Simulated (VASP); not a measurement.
**Si3Sn in VASP: how settings move the PBE single point**

The PBE single point of Si3Sn as one 4-atom ordering on the diamond lattice, under -2.6 % strain along z alone is repeated with altered inputs. Which of them can be trusted? This is a trial cell built on a prototype, not taken from a measured structure, and it needn't be the compound's ground state.

The runs shown are made with VASP 6.6.1. PAW datasets, plane waves. These are computed values for a spin-unpolarised cell that may be hypothetical; none is a measurement.

## (1) Starting point

The cell comes from an earlier relaxation with r2SCAN in another program, then strained, with the atoms relaxed again.

The symmetry is P-4m2 (No. 115, tetragonal); a = 4.038 Å, c = 5.597 Å in the conventional setting, 22.81 Å³ an atom. Around Si lie 2 Si at 2.38 Å and 2 Sn at 2.54 Å; around Si lie 4 Si at 2.38 Å; around Sn lie 4 Si at 2.54 Å.

Coordinates:

```xyz
4
Lattice="4.0376 0.0000 0.0000 0.0000 4.0376 0.0000 0.0000 0.0000 5.5974" Properties=species:S:1:pos:R:3 pbc="T T T"
Si    2.0188    0.0000    4.3394
Si    2.0188    2.0188    0.0000
Si    0.0000    2.0188    1.2580
Sn    0.0000    0.0000    2.7987
```

## (2) Baseline

The input, INCAR:

```
ENCUT = 520.000000
SIGMA = 0.020000
EDIFF = 1.00e-07
GGA = PE
PREC = Accurate
IBRION = -1
ISIF = 2
ISMEAR = -1
NBANDS = 21
NELM = 120
NSW = 0
LASPH = .TRUE.
LCHARG = .FALSE.
LWAVE = .FALSE.
LREAL = .FALSE.
```

The input, KPOINTS:

```
KPOINTS created by Atomic Simulation Environment
0
Gamma
6 6 4
0 0 0
```

The input, POSCAR:

```
Si Sn
 1.0000000000000000
     4.0376389099000001    0.0000000000000000    0.0000000000000000
     0.0000000000000000    4.0376389099000001    0.0000000000000000
     0.0000000000000000    0.0000000000000000    5.5974318108999999
 Si  Sn
   3   1
Cartesian
  2.0188194549500000  0.0000000000000000  4.3393885207007772
  2.0188194549500000  2.0188194549500000  0.0000000000000000
 -0.0000000000000000  2.0188194549500000  1.2580432901992233
 -0.0000000000000000  0.0000000000000000  2.7987159054499995
```

A file KPOINTS_OPT adds named points for the levels; it doesn't enter the self-consistent loop.

Potentials: the recommended PBE PAW datasets, 26 valence electrons.

Run with:

```console
$ mpirun -np 1 vasp_std
```

## (3) Variant 1

INCAR, as its differences from that of step 2:

```diff
@@ -8,4 +8,2 @@
 ISMEAR = -1
-NBANDS = 21
-NELM = 120
 NSW = 0
@@ -15 +13,4 @@
 LREAL = .FALSE.
+NBANDS = 53
+IVDW = 20
+NELM = 92
```

KPOINTS is that of step 2.

POSCAR is that of step 2.

## (4) Variant 2

The input, INCAR:

```
ENCUT = 520.000000
EDIFF = 1.00e-07
GGA = PE
PREC = Accurate
IBRION = -1
ISIF = 2
NBANDS = 21
NSW = 0
LASPH = .TRUE.
LCHARG = .FALSE.
LWAVE = .FALSE.
LREAL = .FALSE.
ISMEAR = 0
SIGMA = 0.2
NELM = 58
```

KPOINTS is that of step 2.

POSCAR is that of step 2.

## (5) Variant 3

The input, INCAR:

```
SIGMA = 0.020000
EDIFF = 1.00e-07
GGA = PE
PREC = Accurate
IBRION = -1
ISIF = 2
ISMEAR = -1
NBANDS = 21
NSW = 0
LASPH = .TRUE.
LCHARG = .FALSE.
LWAVE = .FALSE.
LREAL = .FALSE.
ENCUT = 400
NELM = 59
```

The input, KPOINTS:

```
KPOINTS created by Atomic Simulation Environment
0
Gamma
3 3 2
0 0 0
```

POSCAR is that of step 2.

## (6) Variant 4

The input, INCAR:

```
ENCUT = 520.000000
SIGMA = 0.020000
EDIFF = 1.00e-07
PREC = Accurate
IBRION = -1
ISIF = 2
ISMEAR = -1
NBANDS = 21
NSW = 0
LASPH = .TRUE.
LCHARG = .FALSE.
LWAVE = .FALSE.
LREAL = .FALSE.
NELM = 87
GGA = QQ
```

KPOINTS is that of step 2.

POSCAR is that of step 2.

What does the calculation give? Wanted: for each run, changed; ending; energy change; pressure; electronic steps; usable.

**Answer**, as computed:

| run | changed | ending | energy change (meV/atom) | pressure (GPa) | gap on the mesh (eV; negative: overlap) | electronic steps | time | usable |
| --- | --- | --- | --- | --- | --- | --- | --- | --- |
| ref. | – | converged | 0 | 3.5 | 0.29 | 14 | 24 s | yes |
| 1 | NBANDS = 53, IVDW = 20, NELM = 92 | converged | – | 2.3 | 0.29 | 15 | 54 s | yes |
| 2 | ISMEAR = 0, SIGMA = 0.2, NELM = 58 | converged | 0.2 | 3.5 | 0.29 | 14 | 20 s | yes |
| 3 | ENCUT = 400, NELM = 59, mesh 3×3×2 | converged | 84.4 | 3.9 | 0.41 | 15 | 5.2 s | no |
| 4 | GGA = QQ | refused | – | – | – | – | 0.4 s | no |

Of 4 altered inputs, 1 gave no result, 1 ended normally on a faulty or unsound input, 2 gave usable results. «ISMEAR = 0, SIGMA = 0.2, NELM = 58» moves the energy by 0.2 meV/atom.
